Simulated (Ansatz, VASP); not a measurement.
# Cross-check of CdH2 between VASP and Ansatz, part 2 of 2

Aim: how closely do two programs agree when they are given the same cell, functional and k mesh? The cell is generated by rule, not measured, and may not be a known phase. The cell is taken from a series of VASP runs on this material, whose earlier steps may have relaxed, scaled or displaced it; both programs get it as it stands.

VASP 6.6.1 and Ansatz 0.2.0.

So far. Step 3 (VASP: band structure, PBE): The run ends at a pressure of -9.92 GPa.

**6. VASP: band structure, PBE, spin-orbit coupling**

Level of this step: PBE, spin-orbit coupling; plane waves and PAW (Cd, H); invented cell (VASP).

A single point gives forces, pressure and levels at one fixed geometry, so differences don't come from the geometry; what else differs is listed under the comparison.

File INCAR:

```
SYSTEM = CdH2
PREC = Accurate
ENCUT = 400
EDIFF = 1E-06
NELM = 100
ISMEAR = 0
SIGMA = 0.02
LREAL = .FALSE.
ALGO = Normal
GGA = PE
LNONCOLLINEAR = .TRUE.
MAGMOM = 0 0 0 0 0 0 0 0 0
NBANDS = 26
GGA_COMPAT = .FALSE.
LASPH = .TRUE.
LSORBIT = .TRUE.
LORBIT = 11
LWAVE = .FALSE.
LCHARG = .FALSE.
KPAR = 4
ISIF = 2
```

File POSCAR:

```
CdH2
1.0
    0.0000000000      2.8220900000      2.8220900000
    2.8220900000      0.0000000000      2.8220900000
    2.8220900000      2.8220900000      0.0000000000
Cd H
1 2
Direct
    0.0000000000      0.0000000000      0.0000000000
    0.2500000000      0.2500000000      0.2500000000
    0.7500000000      0.7500000000      0.7500000000
```

File KPOINTS:

```
Automatic mesh
0
Gamma
8 8 8
0 0 0
```

File KPOINTS_OPT:

```
Line mode
16
Line-mode
Reciprocal
  0.00000000   0.00000000   0.00000000 GAMMA
  0.50000000   0.00000000   0.50000000 X

  0.50000000   0.00000000   0.50000000 X
  0.50000000   0.25000000   0.75000000 W

  0.50000000   0.25000000   0.75000000 W
  0.37500000   0.37500000   0.75000000 K

  0.37500000   0.37500000   0.75000000 K
  0.00000000   0.00000000   0.00000000 GAMMA

  0.00000000   0.00000000   0.00000000 GAMMA
  0.50000000   0.50000000   0.50000000 L

  0.50000000   0.50000000   0.50000000 L
  0.62500000   0.25000000   0.62500000 U

  0.62500000   0.25000000   0.62500000 U
  0.50000000   0.25000000   0.75000000 W

  0.50000000   0.25000000   0.75000000 W
  0.50000000   0.50000000   0.50000000 L

  0.50000000   0.50000000   0.50000000 L
  0.37500000   0.37500000   0.75000000 K

  0.62500000   0.25000000   0.62500000 U
  0.50000000   0.00000000   0.50000000 X
```

PAW data sets: Cd and H (PBE family, release 64).

Started as:

```bash
mpirun -np 4 vasp_ncl
```

Numbers of over 12 decimals in the logs are rounded to 6 here.

Log:

```text
[... set-up lines as in an earlier step ...]
 entering main loop
       N       E                     dE             d eps       ncg     rms          rms(c)
DAV:   1     0.734425659612E+02    0.73443E+02   -0.57289E+03  1532   0.785E+02
DAV:   2    -0.359551340121E+01   -0.77038E+02   -0.72957E+02  1732   0.235E+02
DAV:   3    -0.607507082658E+01   -0.24796E+01   -0.24585E+01  1762   0.460E+01
DAV:   4    -0.608088490478E+01   -0.58141E-02   -0.58134E-02  1642   0.224E+00
[...]
DAV:  11    -0.540457787414E+01   -0.46728E-05   -0.49795E-05  1618   0.788E-02    0.205E-02
DAV:  12    -0.540458788728E+01   -0.10013E-04   -0.10315E-05  1574   0.185E-02    0.495E-03
DAV:  13    -0.540458795085E+01   -0.63566E-07   -0.69325E-07  1236   0.430E-03
   1 F= -.54045880E+01 E0= -.54045879E+01  d E =-.174392E-06  mag=    -0.0000    -0.0000    -0.0000
 Start KPOINTS_OPT (optional k-point list driver)
k-point batch [1-29\160]
       N       E                     dE             ncg
DAV:   1    -0.601284888793E+03   -0.92024E+04     1564
DAV:   2    -0.277894573763E+04   -0.21777E+04     1802
DAV:   3    -0.284609115690E+04   -0.67145E+02     1766
DAV:   4    -0.284624544995E+04   -0.15429E+00     1654
DAV:   5    -0.284624628035E+04   -0.83040E-03     1732
DAV:   6    -0.284624628799E+04   -0.76413E-05     1666
DAV:   7    -0.284624628807E+04   -0.75721E-07     1270
[...]
k-point batch [146-160\160]
       N       E                     dE             ncg
DAV:   1     0.531237955383E+04   -0.69598E+04      796
DAV:   2     0.421807521556E+04   -0.10943E+04     1002
DAV:   3     0.418329804985E+04   -0.34777E+02      828
DAV:   4     0.418322240423E+04   -0.75646E-01      840
DAV:   5     0.418322190347E+04   -0.50076E-03      832
DAV:   6     0.418322189828E+04   -0.51916E-05      840
DAV:   7     0.418322189823E+04   -0.55547E-07      590
```

OUTCAR, selected parts (step 6):

```text
  Total       -2.7922047     -2.7922047     -2.7922047     -0.0000000     -0.0000000      0.0000000
  in kB      -99.5211213    -99.5211213    -99.5211213     -0.0000000     -0.0000000      0.0000000
  external PRESSURE =     -99.5211213 kB  Pullay stress =       0.0000000 kB

 POSITION                                       TOTAL-FORCE (eV/Angst)
 -----------------------------------------------------------------------------------
      0.00000      0.00000      0.00000         0.000000     -0.000000      0.000000
      1.41105      1.41105      1.41105        -0.000000     -0.000000     -0.000000
      4.23314      4.23314      4.23314         0.000000      0.000000      0.000000
 -----------------------------------------------------------------------------------
    total drift:                               -0.000000      0.000000      0.000000

  FREE ENERGIE OF THE ION-ELECTRON SYSTEM (eV)
  ---------------------------------------------------
  free  energy   TOTEN  =        -5.4045879508 eV

  energy  without entropy=       -5.4045877765  energy(sigma->0) =       -5.40458786

 magnetization (x)
# of ion       s       p       d       tot
------------------------------------------
    1        0.000  -0.000   0.000  -0.000
    2       -0.000  -0.000   0.000  -0.000
    3       -0.000  -0.000   0.000  -0.000
--------------------------------------------------
tot         -0.000  -0.000   0.000  -0.000

 magnetization (y)
# of ion       s       p       d       tot
------------------------------------------
    1        0.000   0.000   0.000   0.000
    2        0.000   0.000   0.000   0.000
    3        0.000  -0.000   0.000  -0.000
--------------------------------------------------
tot          0.000  -0.000   0.000  -0.000

 magnetization (z)
# of ion       s       p       d       tot
------------------------------------------
    1       -0.000   0.000   0.000   0.000
    2        0.000  -0.000   0.000   0.000
    3        0.000  -0.000   0.000   0.000
--------------------------------------------------
tot          0.000  -0.000   0.000   0.000

[... 1 part as in an earlier step ...]

[... 2 further parts left out ...]
[key lines of the parts left out:]
E-fermi :  -0.5641
```

The run ends at a pressure of -9.95 GPa.

**7. Ansatz: band structure, PBE, spin-orbit coupling**

The same cell, functional, mesh and smearing now go to Ansatz, which takes its cutoff from its data sets.

The cell is taken from a series of VASP runs on this material, whose earlier steps may have relaxed, scaled or displaced it; both programs get it as it stands.

File input.yaml:

```yaml
crystal:
  lattice:
    - [0.0, 2.82209, 2.82209]
    - [2.82209, 0.0, 2.82209]
    - [2.82209, 2.82209, 0.0]
  atoms:
    - { symbol: Cd, position: [0.0, 0.0, 0.0] }
    - { symbol: H, position: [0.25, 0.25, 0.25] }
    - { symbol: H, position: [0.75, 0.75, 0.75] }
hamiltonian:
  xc: pbe
  pseudopotentials: { kind: paw_fr }
magnetization:
  noncollinear: true
  spin_orbit: true
kpoints:
  mp_grid: { grid: [8, 8, 8] }
  band_path:
    path:
      - [0.0, 0.0, 0.0]
      - [0.16667, 0.0, 0.16667]
      - [0.33333, 0.0, 0.33333]
      - [0.5, 0.0, 0.5]
      - [0.5, 0.08333, 0.58333]
      - [0.5, 0.18333, 0.68333]
      - [0.5, 0.25, 0.75]
      - [0.45, 0.3, 0.75]
      - [0.40833, 0.34167, 0.75]
      - [0.35, 0.35, 0.7]
      - [0.225, 0.225, 0.45]
      - [0.075, 0.075, 0.15]
      - [0.03333, 0.03333, 0.03333]
      - [0.23333, 0.23333, 0.23333]
      - [0.4, 0.4, 0.4]
      - [0.51667, 0.46667, 0.51667]
      - [0.55833, 0.38333, 0.55833]
      - [0.60833, 0.28333, 0.60833]
      - [0.60833, 0.25, 0.64167]
      - [0.55833, 0.25, 0.69167]
      - [0.51667, 0.25, 0.73333]
      - [0.5, 0.3, 0.7]
      - [0.5, 0.38333, 0.61667]
      - [0.5, 0.48333, 0.51667]
      - [0.475, 0.475, 0.55]
      - [0.425, 0.425, 0.65]
      - [0.38333, 0.38333, 0.73333]
      - [0.59167, 0.18333, 0.59167]
      - [0.55, 0.1, 0.55]
      - [0.5, 0.0, 0.5]
    npoints: 1
scf:
  occupations: { method: gaussian, width: 0.02 }
  n_extra_bands: 14
output:
  forces: true
  stress: true
  eigenvalues: true
```

Started as:

```bash
ansatz run input.yaml --threads 2 --pin off --max-ram 4608MiB --backend cpu --events-out ev --progress --plain --runs-dir out
```

Log:

```text
[...]
non-collinear run that drives no moment, with spin-orbit: no starting moment large enough to seed its density (crystal.atoms[].spin), no starting occupations that ask for one, no magnetisation constraint and no magnetic field, so the semilocal B_xc is pinned to zero
Crystal: 3 atoms, lattice volume = 44.951 Å³
[...]
k-point 1: bands = [... 18 lower, -1.6240, -1.6240, 5.5602, 5.5602, 11.3378, 11.3378, 13.0147, 13.0147, ... 10 higher]
  k-point 2: bands = [... 18 lower, -0.9479, -0.9479, 4.8962, 4.8962, 9.5997, 9.5997, 12.1273, 12.1273, ... 10 higher]
  k-point 28: bands = [... 18 lower, 2.9028, 2.9028, 2.9429, 2.9429, 4.7111, 4.7111, 7.9787, 7.9787, ... 10 higher]
[key lines of the parts left out:]
SCF converged after 10 iterations
Magnetization: |M| = 0.0000 μB,  M = (+0.0000, +0.0000, +0.0000) μB
Free energy (F): -8286.746634 eV
Fermi energy:    5.173311 eV
P = ⅓ Tr σ = -9.2745 GPa (-92.745 kbar)
```

Elapsed: 7.6 s, on 2 threads of Arm Neoverse V2, shared host; peak memory 0.4 GiB.

**8. Side by side**

What differs besides the data sets and the points named for the pairs above, as far as they apply: spin-orbit coupling enters by fully relativistic files in Ansatz and inside the spheres in VASP; the data sets hold 22 valence electrons in Ansatz (fully relativistic PAW (standard-fr) files) and 14 in VASP. Total energies have different zeros and are not compared.

Compared:

```
                                        quantity  Ansatz   VASP  difference
                                  pressure (GPa)   -9.27  -9.95       +0.68
pressure without Ansatz's Pulay correction (GPa)   -9.39  -9.95       +0.57
```

Levels from 3 eV below to 2 eV above the Fermi level differ by 13 meV r.m.s. and 21 meV at most; each VASP level is matched to the nearest of Ansatz, which flatters the figure a little. Ansatz's pressure holds a Pulay correction of 0.11 GPa; VASP's holds none.

**9. What came out**

```
r.m.s. difference of levels near the Fermi level (band structure, PBE)                      : 12 meV
difference in pressure (band structure, PBE)                                                : 0.67 GPa
r.m.s. difference of levels near the Fermi level (band structure, PBE, spin-orbit coupling) : 13 meV
difference in pressure (band structure, PBE, spin-orbit coupling)                           : 0.68 GPa
```

The difference in pressure is 0.68 GPa (band structure, PBE, spin-orbit coupling), within the 1 GPa picked in this series as the mark of a large difference. For band structure, PBE, no further run moves any of the tabulated differences by more than a quarter of its size. How closely two codes agree says nothing of how well the functional describes the real material.

[Lines on the potential files, build, host, timing and source positions are cut from VASP's logs without a mark.]

[Logs are printed without paths, hosts, clocks, repeated set-up lines and the standing remarks that a program may print on its own settings, such as how far it seeks lower states.]

[Hosts, paths, dates, database ids (printed as entryN), source tags and the programs' standing remarks are cut or masked in the printed files.]
